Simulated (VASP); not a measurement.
Calculation: optB86b-vdW, VASP's PBE PAW potentials (set 64) (plane waves; VASP 6.6.1).

Input for VASP

KPOINTS:
```
Automatic mesh
0
Gamma
9 9 5
0 0 0
```

**INCAR**
```
# general
SYSTEM   = GaN
PREC     = Accurate
ENCUT    = 520
LREAL    = .FALSE.
LASPH    = .TRUE.

# electronic loop
EDIFF    = 1E-7
NELM     = 100
ALGO     = Normal
LMAXMIX  = 4

# smearing
ISMEAR   = -5

# functional
GGA      = MK
LUSE_VDW = .TRUE.
AGGAC    = 0.0
PARAM1   = 0.1234
PARAM2   = 1.0

# ions
ISIF     = 2

# output
LWAVE    = .FALSE.
LCHARG   = .TRUE.
LORBIT   = 11
NEDOS    = 601

# other
LEFG     = .TRUE.
```

### POSCAR
```
GaN
1.0
  1.5994918704  -2.7704011473   0.0000000000
  1.5994918704   2.7704011473   0.0000000000
  0.0000000000   0.0000000000   5.2104333856
Ga N
2 2
Cart
  1.5994918704  -0.9234688960   2.6058461027
  1.5994918704   0.9234688960   0.0006294099
  1.5994918704  -0.9234688960   4.5689206692
  1.5994918704   0.9234688960   1.9637039764
```

POTCAR, in this order: Ga_d N (PBE.64 set). Program: vasp_std.

What VASP printed:

File OUTCAR:
```
 ion  position               nearest neighbor table
   1  0.667  0.333  0.500-   4 1.96   4 1.96   4 1.96   3 1.96
   2  0.333  0.667  0.000-   3 1.96   3 1.96   3 1.96   4 1.96
   3  0.667  0.333  0.877-   2 1.96   2 1.96   2 1.96   1 1.96
   4  0.333  0.667  0.377-   1 1.96   1 1.96   1 1.96   2 1.96
  LATTYP: Found a hexagonal cell.
 ALAT       =     3.1989837074
 C/A-ratio  =     1.6287777188
 Subroutine PRICEL returns:
 Original cell was already a primitive cell.
 Subroutine GETGRP returns: Found 12 space group operations
The static configuration has the point symmetry C_3v.
 The point group associated with its full space group is C_6v.
The dynamic configuration has the point symmetry C_3v.
 Subroutine INISYM returns: Found 12 space group operations
 Subroutine IBZKPT returns following result:
 Found     36 irreducible k-points:

 Following reciprocal coordinates:
            Coordinates               Weight
  0.000000  0.000000  0.000000      1.000000
  0.111111  0.000000  0.000000      6.000000
  0.222222  0.000000  0.000000      6.000000
  0.333333 -0.000000  0.000000      6.000000
  0.444444  0.000000  0.000000      6.000000
  0.111111  0.111111  0.000000      6.000000
  0.222222  0.111111  0.000000     12.000000
  0.333333  0.111111  0.000000     12.000000
  0.444444  0.111111  0.000000      6.000000
  0.222222  0.222222  0.000000      6.000000
  0.333333  0.222222  0.000000     12.000000
  0.333333  0.333333  0.000000      2.000000
  0.000000  0.000000  0.200000      2.000000
  0.111111  0.000000  0.200000     12.000000
  0.222222  0.000000  0.200000     12.000000
  0.333333 -0.000000  0.200000     12.000000
  0.444444  0.000000  0.200000     12.000000
  0.111111  0.111111  0.200000     12.000000
  0.222222  0.111111  0.200000     24.000000
  0.333333  0.111111  0.200000     24.000000
...
```

### OSZICAR
```
       N       E                     dE             d eps       ncg     rms          rms(c)
DAV:   1     0.287509554451E+03    0.28751E+03   -0.18604E+04  1652   0.304E+03
DAV:   2     0.162665544659E+02   -0.27124E+03   -0.26339E+03  1764   0.532E+02
DAV:   3    -0.178545933670E+02   -0.34121E+02   -0.33884E+02  1794   0.155E+02
DAV:   4    -0.192924195376E+02   -0.14378E+01   -0.14341E+01  2200   0.337E+01
DAV:   5    -0.193129735869E+02   -0.20554E-01   -0.20540E-01  1766   0.384E+00    0.108E+01
DAV:   6    -0.152964952675E+02    0.40165E+01   -0.15206E+01  2852   0.569E+01    0.309E+00
DAV:   7    -0.154041124266E+02   -0.10762E+00   -0.16769E+00  1734   0.109E+01    0.266E+00
DAV:   8    -0.153955633509E+02    0.85491E-02   -0.29010E-01  2694   0.805E+00    0.893E-01
DAV:   9    -0.153723887586E+02    0.23175E-01   -0.11819E-01  2844   0.569E+00    0.342E-01
DAV:  10    -0.153733475193E+02   -0.95876E-03   -0.57941E-03  1884   0.818E-01    0.152E-01
DAV:  11    -0.153732209364E+02    0.12658E-03   -0.14202E-03  2466   0.709E-01    0.266E-02
DAV:  12    -0.153732319527E+02   -0.11016E-04   -0.18308E-04  1718   0.998E-02    0.130E-02
DAV:  13    -0.153732310053E+02    0.94741E-06   -0.26796E-05  2204   0.119E-01    0.476E-03
DAV:  14    -0.153732312815E+02   -0.27619E-06   -0.34472E-06  2556   0.337E-02    0.166E-03
DAV:  15    -0.153732312814E+02    0.83674E-10   -0.34669E-07  2196   0.806E-03
   1 F= -.15373231E+02 E0= -.15373231E+02  d E =0.000000E+00
```

**OUTCAR**
```
------------------------ aborting loop because EDIFF is reached ----------------------------------------
  FORCE on cell =-STRESS in cart. coord.  units (eV):
  Direction    XX          YY          ZZ          XY          YZ          ZX
  --------------------------------------------------------------------------------------
  Total       -0.0150553     -0.0150553      0.0594531      0.0000000      0.0000000      0.0000000
  in kB       -0.5223610     -0.5223610      2.0627959      0.0000000      0.0000000      0.0000000
  external PRESSURE =       0.3393580 kB  Pullay stress =       0.0000000 kB
  volume of cell :       46.18
      direct lattice vectors                 reciprocal lattice vectors
     1.599491870 -2.770401147  0.000000000     0.312599276 -0.180479278  0.000000000
     1.599491870  2.770401147  0.000000000     0.312599276  0.180479278  0.000000000
     0.000000000  0.000000000  5.210433386     0.000000000  0.000000000  0.191922615
  FREE ENERGIE OF THE ION-ELECTRON SYSTEM (eV)
  ---------------------------------------------------
  free  energy   TOTEN  =       -15.3732312814 eV

  energy  without entropy=      -15.3732312814  energy(sigma->0) =      -15.37323128

 total charge

# of ion       s       p       d       tot
------------------------------------------
    1        0.787   0.883  10.172  11.842
    2        0.787   0.883  10.172  11.842
    3        1.221   2.515   0.000   3.736
    4        1.221   2.515   0.000   3.736
--------------------------------------------------
tot          4.017   6.795  20.344  31.157

 Electric field gradients after diagonalization (V/A^2)
 (convention: |V_zz| > |V_xx| > |V_yy|)
----------------------------------------------------------------------
 ion       V_xx      V_yy      V_zz     asymmetry (V_yy - V_xx)/ V_zz
----------------------------------------------------------------------
   1      -2.301    -2.292     4.592       0.002
   2      -2.301    -2.292     4.592       0.002
   3      -0.396    -0.393     0.788       0.004
   4      -0.395    -0.393     0.788       0.004
```
(Selected blocks of OUTCAR.)

The compound is GaN in the wurtzite structure. It was relaxed first.
